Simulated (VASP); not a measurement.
Level of theory: PBE GGA, VASP's PBE PAW potentials (set 64) (plane waves; VASP).

The input files of a VASP run:

**KPOINTS**
```
Automatic mesh
0
Gamma
5 5 7
0 0 0
```

POSCAR:
```
SiO2
1
    4.2283174486    -0.0000000000     0.0000000000
   -0.0000000000     4.2283174486     0.0000000000
    0.0000000000     0.0000000000     2.6980831328
Si O
2 4
Direct
  0.0000000000   0.0000000000   0.0000000000
  0.5000000000   0.5000000000   0.5000000000
  0.3067423713   0.3067423713   0.0000000000
  0.8067423713   0.1932576287   0.5000000000
  0.1932576287   0.8067423713   0.5000000000
  0.6932576287   0.6932576287   1.0000000000
```

**INCAR**
```
IBRION=2   ! conjugate gradients
NELM=100
LASPH=.True.
PREC=Accurate
SIGMA=0.05
ENCUT=520
EDIFF=1E-6   ! SCF stop (eV)
NSW=60   ! most ionic steps
ISMEAR=0
ALGO=Normal   ! blocked Davidson
ISIF=3   ! ions, shape and volume
EDIFFG=-0.02   ! ionic stop
LCHARG=.False.
SYSTEM=SiO2
LREAL=.False.   ! projection in real space or not
LWAVE=.False.
GGA=PE
```

POTCAR, in this order: Si O (PBE.64 set). Program: vasp_std.

Output of the run:

**OSZICAR**
```
       N       E                     dE             d eps       ncg     rms          rms(c)
DAV:   1     0.169253638384E+03    0.16925E+03   -0.18090E+04   960   0.153E+03
DAV:   2    -0.431113949491E+02   -0.21237E+03   -0.20569E+03  1300   0.323E+02
DAV:   3    -0.508287474713E+02   -0.77174E+01   -0.76859E+01  1152   0.660E+01
DAV:   4    -0.508935472368E+02   -0.64800E-01   -0.64724E-01  1120   0.684E+00
DAV:   5    -0.508943050462E+02   -0.75781E-03   -0.75767E-03  1116   0.716E-01    0.170E+01
DAV:   6    -0.462689296252E+02    0.46254E+01   -0.18603E+01  1064   0.304E+01    0.756E+00
DAV:   7    -0.462954375718E+02   -0.26508E-01   -0.49303E-01  1136   0.503E+00    0.289E+00
DAV:   8    -0.463097080425E+02   -0.14270E-01   -0.17868E-02  1080   0.138E+00    0.109E+00
DAV:   9    -0.463163896382E+02   -0.66816E-02   -0.83532E-03  1104   0.988E-01    0.268E-01
DAV:  10    -0.463166245815E+02   -0.23494E-03   -0.86904E-04  1132   0.243E-01    0.508E-02
DAV:  11    -0.463165782521E+02    0.46329E-04   -0.20630E-04  1112   0.109E-01    0.747E-03
DAV:  12    -0.463165798341E+02   -0.15820E-05   -0.11046E-05  1108   0.244E-02    0.527E-03
DAV:  13    -0.463165795667E+02    0.26742E-06   -0.19109E-06   664   0.110E-02
   1 F= -.46316580E+02 E0= -.46316580E+02  d E =-.463166E+02
       N       E                     dE             d eps       ncg     rms          rms(c)
DAV:   1    -0.463173690174E+02   -0.78918E-03   -0.50779E-02  1060   0.198E+00    0.164E-01
DAV:   2    -0.463170343839E+02    0.33463E-03   -0.59245E-04  1116   0.209E-01    0.917E-02
DAV:   3    -0.463168563940E+02    0.17799E-03   -0.22173E-04  1128   0.133E-01    0.753E-03
DAV:   4    -0.463168571945E+02   -0.80053E-06   -0.17239E-05  1088   0.331E-02    0.468E-03
DAV:   5    -0.463168570732E+02    0.12132E-06   -0.21664E-07   604   0.468E-03
   2 F= -.46316857E+02 E0= -.46316857E+02  d E =-.277506E-03
       N       E                     dE             d eps       ncg     rms          rms(c)
DAV:   1    -0.463168826493E+02   -0.25455E-04   -0.14081E-03  1060   0.331E-01    0.273E-02
DAV:   2    -0.463168733430E+02    0.93063E-05   -0.16153E-05  1116   0.344E-02    0.153E-02
DAV:   3    -0.463168683576E+02    0.49854E-05   -0.59557E-06  1116   0.217E-02    0.124E-03
DAV:   4    -0.463168684028E+02   -0.45213E-07   -0.42124E-07   556   0.536E-03
   3 F= -.46316868E+02 E0= -.46316868E+02  d E =-.288836E-03
       N       E                     dE             d eps       ncg     rms          rms(c)
DAV:   1    -0.463169039039E+02   -0.35546E-04   -0.21261E-02   968   0.124E+00    0.493E-02
DAV:   2    -0.463169269051E+02   -0.23001E-04   -0.61275E-04  1140   0.196E-01    0.232E-02
DAV:   3    -0.463169122323E+02    0.14673E-04   -0.15198E-05  1120   0.396E-02    0.953E-03
DAV:   4    -0.463169102772E+02    0.19551E-05   -0.95258E-06  1112   0.267E-02    0.214E-03
DAV:   5    -0.463169102136E+02    0.63651E-07   -0.10345E-06   568   0.864E-03
   4 F= -.46316910E+02 E0= -.46316910E+02  d E =-.418108E-04
```

**OUTCAR**
```
------------------------ aborting loop because EDIFF is reached ----------------------------------------
  FORCE on cell =-STRESS in cart. coord.  units (eV):
  Direction    XX          YY          ZZ          XY          YZ          ZX
  --------------------------------------------------------------------------------------
  Total        0.0183253      0.0183253      0.0213056     -0.0000000      0.0000000      0.0000000
  in kB        0.6083674      0.6083674      0.7073088     -0.0000000      0.0000000      0.0000000
  external PRESSURE =       0.6413478 kB  Pullay stress =       0.0000000 kB
  volume of cell :       48.26
      direct lattice vectors                 reciprocal lattice vectors
     4.233043283 -0.000000000  0.000000000     0.236236658 -0.000000000  0.000000000
     0.000000000  4.233043283  0.000000000     0.000000000  0.236236658  0.000000000
     0.000000000  0.000000000  2.693331359     0.000000000  0.000000000  0.371287401
 POSITION                                       TOTAL-FORCE (eV/Angst)
 -----------------------------------------------------------------------------------
      0.00000      4.23304      0.00000        -0.000000      0.000000     -0.000000
      2.11652      2.11652      1.34667        -0.000000      0.000000     -0.000000
      1.29874      1.29874      0.00000        -0.001051     -0.001051     -0.000000
      3.41526      0.81778      1.34667        -0.001051      0.001051      0.000000
      0.81778      3.41526      1.34667         0.001051     -0.001051     -0.000000
      2.93431      2.93431      2.69333         0.001051      0.001051      0.000000
 -----------------------------------------------------------------------------------
    total drift:                                0.000000     -0.000000      0.000000
  FREE ENERGIE OF THE ION-ELECTRON SYSTEM (eV)
  ---------------------------------------------------
  free  energy   TOTEN  =       -46.3169102136 eV

  energy  without entropy=      -46.3169102136  energy(sigma->0) =      -46.31691021

 reached required accuracy - stopping structural energy minimisation
```
(Selected blocks of OUTCAR.)

### CONTCAR
```
SiO2
   1.00000000000000
     4.2330432831035809   -0.0000000000000000    0.0000000000000000
     0.0000000000000000    4.2330432831035809    0.0000000000000000
     0.0000000000000000    0.0000000000000000    2.6933313588676060
  Si              O
     2     4
Direct
     0.0000000000000000    1.0000000000000000    0.0000000000000000
     0.5000000000000000    0.5000000000000000    0.5000000000000000
     0.3068094868527428    0.3068094868527428    0.0000000000000000
     0.8068094868527428    0.1931905131472572    0.5000000000000000
     0.1931905131472572    0.8068094868527428    0.5000000000000000
     0.6931905131472572    0.6931905131472572    1.0000000000000000
```

The compound is SiO2 in the rutile structure, stishovite, a high-pressure form. This run relaxes it. Symmetry was kept, so distortions that lower it aren't found. The start is the result of an earlier pass.
